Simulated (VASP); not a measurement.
# TaSbSe (P4/mmm) in VASP: notebook, part 2 of 2

VASP 6.6.1. Earlier steps stand in the parts before.

**4. Single point, PBE (random cell by space group and Wyckoff sites (P4/mmm, No. 123))**

File INCAR:

```
SYSTEM = TaSbSe
PREC = Accurate
ENCUT = 520
EDIFF = 1E-6
ISMEAR = 0
SIGMA = 0.1
LREAL = .False.
LASPH = .True.
NELM = 80
ALGO = Fast
ISIF = 2
LWAVE = .False.
LCHARG = .False.
GGA = PE
NBANDS = 18
```

File KPOINTS:

```
Automatic mesh
0
Gamma
  4 4 4
  0 0 0
```

File POSCAR:

```
TaSbSe
1.0
    3.6229136878      0.0000000000      0.0000000000
    0.0000000000      3.6229136878      0.0000000000
    0.0000000000      0.0000000000      5.6419463000
Ta Sb Se
1 1 1
Direct
    0.0000000000      0.0000000000      0.0000000000
    0.0000000000      0.0000000000      0.5000000000
    0.5000000000      0.5000000000      0.0000000000
```

Potentials or basis: VASP PAW PBE potentials, release 64 (Ta_pv, Sb, Se).

Started as:

```bash
> cat potpaw_PBE.64/Ta_pv/POTCAR potpaw_PBE.64/Sb/POTCAR potpaw_PBE.64/Se/POTCAR > POTCAR
> mpirun -np 1 vasp_std > vasp.out
```

OUTCAR:

```text
SYSTEM = TaSbSe
   PREC = Accurate
   ENCUT = 520
   EDIFF = 1E-6
   ISMEAR = 0
   LREAL = .False.
   LASPH = .True.
   NELM = 80
   ISIF = 2
   GGA = PE

 ion  position               nearest neighbor table
   1  0.000  0.000  0.000-   3 2.56   3 2.56   3 2.56   3 2.56   2 2.82   2 2.82
   2  0.000  0.000  0.500-   1 2.82   1 2.82
   3  0.500  0.500  0.000-   1 2.56   1 2.56   1 2.56   1 2.56

  LATTYP: Found a simple tetragonal cell.
 ALAT       =     3.6229136878
 C/A-ratio  =     1.5572952563

[... 564 lines left out ...]

  FORCE on cell =-STRESS in cart. coord.  units (eV):
  Direction    XX          YY          ZZ          XY          YZ          ZX
  --------------------------------------------------------------------------------------
  -------------------------------------------------------------------------------------
  Total       -0.0635753     -0.0635753     -0.0424466      0.0000000     -0.0000000      0.0000000
  in kB       -1.3754786     -1.3754786     -0.9183498      0.0000000     -0.0000000      0.0000000
  external PRESSURE =      -1.2231023 kB  Pullay stress =       0.0000000 kB

 VOLUME and BASIS-vectors are now :
 -----------------------------------------------------------------------------
  energy-cutoff  :      520.00
  volume of cell :       74.05
      direct lattice vectors                 reciprocal lattice vectors
     3.622913688  0.000000000  0.000000000     0.276020929  0.000000000  0.000000000
     0.000000000  3.622913688  0.000000000     0.000000000  0.276020929  0.000000000
     0.000000000  0.000000000  5.641946300     0.000000000  0.000000000  0.177243800

 POSITION                                       TOTAL-FORCE (eV/Angst)
 -----------------------------------------------------------------------------------
      0.00000      0.00000      0.00000         0.000000      0.000000      0.000000
      0.00000      0.00000      2.82097         0.000000      0.000000      0.000000
      1.81146      1.81146      0.00000         0.000000      0.000000      0.000000
 -----------------------------------------------------------------------------------
    total drift:                               -0.000000      0.000000     -0.000000

  FREE ENERGIE OF THE ION-ELECTRON SYSTEM (eV)
  ---------------------------------------------------
  free  energy   TOTEN  =       -19.1586766285 eV

  energy  without entropy=      -19.1424681898  energy(sigma->0) =      -19.15057241
```

OSZICAR:

```text
N       E                     dE             d eps       ncg     rms          rms(c)
DAV:   1     0.137084226398E+03    0.13708E+03   -0.10547E+04   648   0.108E+03
DAV:   2    -0.140584629249E+02   -0.15114E+03   -0.14869E+03   870   0.256E+02
DAV:   3    -0.202069121376E+02   -0.61484E+01   -0.60979E+01   790   0.499E+01
DAV:   4    -0.202759390851E+02   -0.69027E-01   -0.68771E-01   778   0.576E+00
DAV:   5    -0.202768565285E+02   -0.91744E-03   -0.91737E-03   762   0.692E-01    0.133E+01
RMM:   6    -0.194847674801E+02    0.79209E+00   -0.33298E+00   678   0.888E+00    0.596E+00
RMM:   7    -0.192070451851E+02    0.27772E+00   -0.38322E-01   670   0.342E+00    0.431E+00
RMM:   8    -0.191588157807E+02    0.48229E-01   -0.16485E-01   741   0.234E+00    0.550E-01
RMM:   9    -0.191585442135E+02    0.27157E-03   -0.18887E-02   754   0.877E-01    0.180E-01
RMM:  10    -0.191586878740E+02   -0.14366E-03   -0.46393E-03   781   0.371E-01    0.103E-01
RMM:  11    -0.191589268102E+02   -0.23894E-03   -0.97573E-04   712   0.196E-01    0.820E-02
RMM:  12    -0.191586794486E+02    0.24736E-03   -0.28515E-04   753   0.102E-01    0.234E-02
RMM:  13    -0.191586848895E+02   -0.54409E-05   -0.63118E-05   815   0.468E-02    0.218E-02
RMM:  14    -0.191586770612E+02    0.78283E-05   -0.16649E-05   711   0.227E-02    0.796E-03
RMM:  15    -0.191586766285E+02    0.43270E-06   -0.76165E-06   624   0.138E-02
   1 F= -.19158677E+02 E0= -.19150572E+02  d E =-.162084E-01
```

stdout:

```text
POSCAR found type information on POSCAR TaSbSe
 POSCAR found :  3 types and       3 ions
 scaLAPACK will be used
 LDA part: xc-table for (Slater+PW92), standard interpolation
 POSCAR, INCAR and KPOINTS ok, starting setup
 FFT: planning ... GRIDC
 FFT: planning ... GRID_SOFT
 FFT: planning ... GRID
 WAVECAR not read
 entering main loop
```

Wall time 12 s (1 thread of Intel Xeon 6975P-C (Granite Rapids), shared host); peak memory 0.19 GiB.

What came out:

```
Free energy            : -19.1587 eV
Pressure               : -0.1 GPa
Band gap on the k mesh : none (metal or under the smearing width)
```

Caveat: the k mesh is coarse (spacing up to 0.43 Å⁻¹), so the values aren't converged.

**5. Relaxation of cell and atoms, PBE (random cell by space group and Wyckoff sites (P4/mmm, No. 123))**

File INCAR:

```
PREC = Accurate
ENCUT = 600
EDIFF = 1E-7
ISMEAR = 0
SIGMA = 0.1
LREAL = False
LASPH = True
NELM = 80
ALGO = Normal
ISIF = 3
LWAVE = False
LCHARG = False
GGA = PE
IBRION = 2
NSW = 90
EDIFFG = -0.04
```

File KPOINTS:

```
regular mesh
0
Gamma
  4 4 4
```

File POSCAR:

```
TaSbSe
1.0
    4.1520331900      0.0000000000      0.0000000000
    0.0000000000      4.1520331900      0.0000000000
    0.0000000000      0.0000000000      5.2981060800
Ta Sb Se
1 1 1
Direct
    0.0000000000      0.0000000000      0.0000000000
    0.0000000000      0.0000000000      0.5000000000
    0.5000000000      0.5000000000      0.0000000000
```

Started as:

```bash
> cat potpaw_PBE.64/Ta_pv/POTCAR potpaw_PBE.64/Sb/POTCAR potpaw_PBE.64/Se/POTCAR > POTCAR
> mpirun -np 1 vasp_std > vasp.out
```

It took 57 s on 1 thread of Intel Xeon 6975P-C (Granite Rapids), shared host; peak memory 0.26 GiB.

The run converged. Its results:

* Free energy: -19.1597 eV
* Relaxed volume: 24.63 Å³/atom
* Relaxed cell: a = 3.618 Å, b = 3.618 Å, c = 5.643 Å, α = 90.00°, β = 90.00°, γ = 90.00°
* Space group after relaxing (to 0.05 Å): P4/mmm (No. 123)
* Energy gained by relaxing: 437.0 meV/atom
* Ionic steps: 5
* Pressure after relaxing: 0.1 GPa
* Band gap on the k mesh: none (metal or under the smearing width)

Stress tensor (GPa, compression positive):
```
 0.18  0.00  0.00
 0.00  0.18  0.00
 0.00  0.00 -0.02
```

The path:
| step | energy change (eV) | largest force (eV/Å) | pressure (GPa) | volume (Å³) |
| --- | --- | --- | --- | --- |
| 1 | 0.0000 | 0.0000 | -7.67 | 91.34 |
| 2 | -1.2706 | 0.0000 | 1.88 | 72.73 |
| 3 | -1.2725 | 0.0000 | 2.82 | 72.04 |
| 4 | -1.2929 | 0.0000 | -1.49 | 75.26 |
| 5 | -1.3111 | 0.0000 | 0.11 | 73.88 |

Final structure:
```yaml
crystal:
  lattice:
    - [3.61846, 0.00000, 0.00000]
    - [0.00000, 3.61846, 0.00000]
    - [0.00000, 0.00000, 5.64252]
  atoms:
    - { symbol: Ta, position: [0.00000, 0.00000, 0.00000] }
    - { symbol: Sb, position: [0.00000, 0.00000, 0.50000] }
    - { symbol: Se, position: [0.50000, 0.50000, 0.00000] }
```

Levels at points of the mesh, in eV from the Fermi level:
```csv
k point,band 7,band 8,band 9,band 10,band 11,band 12,band 13,band 14,band 15
"(0.00, 0.00, 0.00)",-2.87,-2.79,-2.79,-0.41,0.26,0.26,0.59,1.12,2.38
"(0.50, 0.00, 0.00)",-5.40,-4.54,-2.78,-1.62,0.62,1.19,1.71,2.31,2.89
"(0.50, 0.50, 0.00)",-5.28,-2.63,-1.45,-1.45,-1.23,-1.23,-0.25,0.96,1.96
"(0.00, 0.00, 0.50)",-2.97,-2.86,-2.73,-2.73,-0.43,-0.43,-0.41,2.16,3.62
"(0.50, 0.00, 0.50)",-5.43,-5.40,-3.36,-0.77,0.07,1.21,2.24,3.51,4.32
"(0.50, 0.50, 0.50)",-5.08,-3.25,-3.10,-3.10,-2.84,0.97,1.02,1.02,1.96
```

Caveat: the k mesh is coarse (spacing up to 0.38 Å⁻¹), so the values aren't converged; the volume moved by over 15 % at a fixed basis, so the end points are rough. The run has no spin-orbit coupling, so splittings on Sb, Ta are missing.

**6. Single point, PBE (random cell by space group and Wyckoff sites (P4/mmm, No. 123))**

File INCAR:

```
PREC = Accurate
ENCUT = 520
EDIFF = 1E-6
ISMEAR = 0
SIGMA = 0.1
LREAL = F
LASPH = T
NELM = 80
ALGO = Normal
ISIF = 2
LWAVE = F
LCHARG = F
GGA = PE
NBANDS = 18
```

File KPOINTS:

```
Automatic mesh
0
Gamma
  4 4 4
```

POSCAR is that of step 5.

Potentials or basis: VASP PAW PBE potentials, release 64 (Ta_pv, Sb, Se).

Started as:

```bash
> cat potpaw_PBE.64/Ta_pv/POTCAR potpaw_PBE.64/Sb/POTCAR potpaw_PBE.64/Se/POTCAR > POTCAR
> mpirun -np 1 vasp_std > vasp.out
```

Run time: 11 s. Hardware: 1 thread of Intel Xeon 6975P-C (Granite Rapids), shared host; peak memory 0.2 GiB.

It converged, with:

| Property | Result |
| --- | --- |
| Free energy | -17.8483 eV |
| Pressure | -7.7 GPa |
| Band gap on the k mesh | none (metal or under the smearing width) |

Stress tensor (GPa, compression positive):
```
-13.38   0.00   0.00
  0.00 -13.38   0.00
  0.00   0.00   3.74
```

Levels at points of the mesh, in eV from the Fermi level:
```csv
k point,band 7,band 8,band 9,band 10,band 11,band 12,band 13,band 14,band 15,band 16
"(0.00, 0.00, 0.00)",-2.37,-2.37,-1.24,0.06,0.27,0.27,0.44,0.68,1.42,1.42
"(0.50, 0.00, 0.00)",-3.59,-2.67,-1.65,-0.97,0.41,0.86,1.21,1.32,2.59,3.97
"(0.50, 0.50, 0.00)",-4.09,-1.56,-0.52,-0.52,-0.33,-0.24,-0.24,0.50,1.28,1.29
"(0.00, 0.00, 0.50)",-2.21,-2.21,-1.77,-1.19,-1.05,-1.05,0.07,0.44,3.56,3.56
"(0.50, 0.00, 0.50)",-3.95,-3.57,-3.19,-0.79,0.36,0.86,2.06,3.19,3.83,3.97
"(0.50, 0.50, 0.50)",-3.74,-3.74,-2.53,-2.53,-1.92,0.49,1.28,1.30,2.35,2.35
```

Caveat: the k mesh is coarse (spacing up to 0.38 Å⁻¹), so the values aren't converged.

**7. Summary**

| task | cell | k mesh | cutoff (eV) | mesh quality | gap on the mesh (eV) | pressure (GPa) | relaxed volume (Å³/atom) |
| --- | --- | --- | --- | --- | --- | --- | --- |
| single point | random cell by space group and Wyckoff sites (P4/mmm, No. 123) | 12 × 12 × 8 | 520 | not flagged | none | 0.1 | - |
| relaxation of cell and atoms | relaxed from: random cell by space group and Wyckoff sites (P4/mmm, No. 123) | 12 × 12 × 8 | 600 | not flagged | none | 0.0 | 24.76 |
| single point | random cell by space group and Wyckoff sites (P4/mmm, No. 123) | 4 × 4 × 4 | 520 | coarse | none | -7.7 | - |
| relaxation of cell and atoms | relaxed from: random cell by space group and Wyckoff sites (P4/mmm, No. 123) | 4 × 4 × 4 | 600 | coarse | none | 0.1 | 24.63 |

Alike in all rows: level PBE; potentials or basis VASP PAW PBE potentials, release 64 (Ta_pv, Sb, Se); no spin polarisation; smearing gaussian 0.1 eV.

Caveats: some runs use coarse meshes; the volume moved by over 15 % at a fixed basis, so the end points are rough (some runs).

Total energies depend on the potentials used, so only differences within one code and one set of settings carry meaning.
